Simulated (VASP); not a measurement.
Here is a VASP 6.6.1 calculation.

File INCAR:

```
SYSTEM = Zn6C
  PREC = Accurate
  ENCUT = 600
  EDIFF = 1E-7
  ISMEAR = -1
  SIGMA = 0.05
  LREAL = .FALSE.
  LASPH = .TRUE.
  NELM = 100
  ALGO = Normal
  ISIF = 3
  LWAVE = .FALSE.
  LCHARG = .FALSE.
  GGA = PE
  IBRION = 2
  NSW = 60
  EDIFFG = -0.01
  PSTRESS = 200
```

File KPOINTS:

```
regular mesh
0
G
  5 5 5
  0 0 0
```

The input POSCAR:

```
Zn6C
1.0
   -3.1573100000      3.1573100000      3.1573100000
    3.1573100000     -3.1573100000      3.1573100000
    3.1573100000      3.1573100000     -3.1573100000
Zn C
6 1
Direct
    0.0000000000      0.3204500000      0.3204500000
    0.0000000000      0.6795500000      0.6795500000
    0.3204500000      0.0000000000      0.3204500000
    0.6795500000      0.0000000000      0.6795500000
    0.3204500000      0.3204500000      0.0000000000
    0.6795500000      0.6795500000      0.0000000000
    0.0000000000      0.0000000000      0.0000000000
```

Potentials or basis: VASP PAW PBE potentials, release 64 (Zn, C).

Run with:

```console
$ cat potpaw_PBE.64/Zn/POTCAR potpaw_PBE.64/C/POTCAR > POTCAR
$ mpirun -np 1 vasp_std > vasp.out
```

(1) Estimate the band gap on the k mesh.

(2) What does it give for the relaxed cell?

(3) What does it give for the relaxed volume?

(4) Predict the space group after relaxing (to 0.05 Å).

## Answers

(1) none (metal or under the smearing width).

(2) a = 5.132 Å, b = 5.132 Å, c = 5.132 Å, α = 109.47°, β = 109.47°, γ = 109.47°.

(3) 14.86 Å³/atom.

(4) Im-3m (No. 229).

Caveat: the cell is relaxed towards a set pressure, so the enthalpy falls and the energy may rise; the volume moved by over 15 % at a fixed basis, so the end points are rough.
